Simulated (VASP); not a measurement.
A run of VASP 6.6.1 is set up as follows.

Contents of INCAR:

```
SYSTEM = GaSb
ALGO = Normal
EDIFF = 1E-7
EDIFFG = -0.002
ENCUT = 520
GGA = PS
IBRION = 2
ISIF = 3
ISMEAR = 0
KPAR = 4
LASPH = .TRUE.
LCHARG = .FALSE.
LREAL = .FALSE.
LWAVE = .FALSE.
NELM = 80
NSW = 80
PREC = Accurate
SIGMA = 0.02
```

Contents of KPOINTS:

```
k-points
0
G
  10 10 10
  0 0 0
```

POSCAR

```
GaSb                                    
1.0
   -0.0000000000      3.0576015674      3.0576015674
    3.0576015674      0.0000000000      3.0576015674
    3.0576015674      3.0576015674      0.0000000000
  Ga              Sb            
     1     1
Direct
     0.0000000000000000    0.0000000000000000    0.0000000000000000
     0.2500000000000000    0.2500000000000000    0.2500000000000000
```

Potentials or basis: VASP PAW PBE potentials, release 64 (Ga_d, Sb).

Command:

```console
$ cat potpaw_PBE.64/Ga_d/POTCAR potpaw_PBE.64/Sb/POTCAR > POTCAR
$ mpirun -np 4 vasp_std > vasp.out
```

Problem. Estimate the band gap on the k mesh.

Solution. None (metal or under the smearing width).

Final structure:
```yaml
crystal:
  lattice:
    - [0.00000, 3.05760, 3.05760]
    - [3.05760, 0.00000, 3.05760]
    - [3.05760, 3.05760, 0.00000]
  atoms:
    - { symbol: Ga, position: [0.00000, 0.00000, 0.00000] }
    - { symbol: Sb, position: [0.25000, 0.25000, 0.25000] }
```

Caveat: the relaxation stopped at its first step, so nothing moved; this crystal is a semiconductor, whose small gap the functional closes, so the metal is an error of the method. The run has no spin-orbit coupling, so splittings on Sb are missing.
